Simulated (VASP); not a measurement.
# HfHgF under changes of volume

One of the cells (20.832 Å³/atom); the others are scaled copies at fixed shape and fractional positions:

```
Hf Hg F
1.0
     4.85460    0.00000    0.00000
    -2.42730    4.20420    0.00000
     0.00000    0.00000    3.06212
Hf Hg F
1 1 1
Direct
  0.66667 0.33333 0.50000
  0.33333 0.66667 0.50000
  0.00000 0.00000 0.00000
```

The cell was built by a generator and needn't be a form met in nature.

* Program: VASP 6.6.1
* Functional: PBE
* Potentials or basis: VASP PAW PBE potentials, release 64 (Hf_pv, Hg, F)
* Cutoff: 520 eV
* k mesh: 7 × 7 × 9
* Occupations: fermi-dirac, width 0.05 eV
* Spin: no spin polarisation

```tsv
volume (Å³/atom)	energy over the lowest point (meV/atom)	pressure (GPa)
19.198	15.00	4.6
19.607	5.32	2.8
20.015	0.00	1.2
20.832	0.62	-1.6
21.241	?	?
21.649	13.53	-3.7
```

Task: What does the run at 21.241 Å³/atom give?

Result: Energy over the lowest point 5.72 meV/atom; pressure -2.7 GPa.

Worked out: A Birch-Murnaghan fit of order 3 (a polynomial in V^(-2/3)) to the other rows has its minimum at 20.38 Å³/atom with B0 = V·E''(V) = 68 GPa and B' = 4.9 at fixed shape and positions, which overstates the stiffness. It gives 5.72 meV/atom at 21.241 Å³/atom, against the run's 5.72, and -dE/dV = -2.6 GPa, against -2.7.

Energies are extrapolated to zero smearing.

Caveats: an odd number of electrons without spin polarisation forces a metal; a magnetic or distorted state may lie lower.
